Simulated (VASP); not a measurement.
Given:

```xyz
4
Lattice="3.0760 0.0000 0.0000 -1.5380 2.6639 0.0000 0.0000 0.0000 5.0480" Properties=species:S:1:pos:R:3 pbc="T T T"
Si     1.5380     0.8880     0.0000
Si     0.0000     1.7759     2.5240
C      1.5380     0.8880     1.8930
C      0.0000     1.7759     4.4170
```

These are PBE GGA, VASP's PBE PAW potentials (set 64) (plane waves; VASP) values and carry that method's errors. Numerical set-up: 400 eV cut-off, 10×10×5 Γ-centred mesh, Gaussian smearing of 0.14 eV, potentials Si C.

At this cut-off the stress carries a Pulay error, which pulls relaxed volumes low.

**Question.** Give the stress tensor in GPa (positive for a compressed cell).

**Answer.** 
```
2.05  0.00  0.00
0.00  2.05  0.00
0.00  0.00  2.50
```
The pressure is its mean diagonal, 2.20 GPa.

The structure comes from a measured SiC entry (P6_3mc) of the Crystallography Open Database, whose conditions weren't checked. The cell was not relaxed at this level.
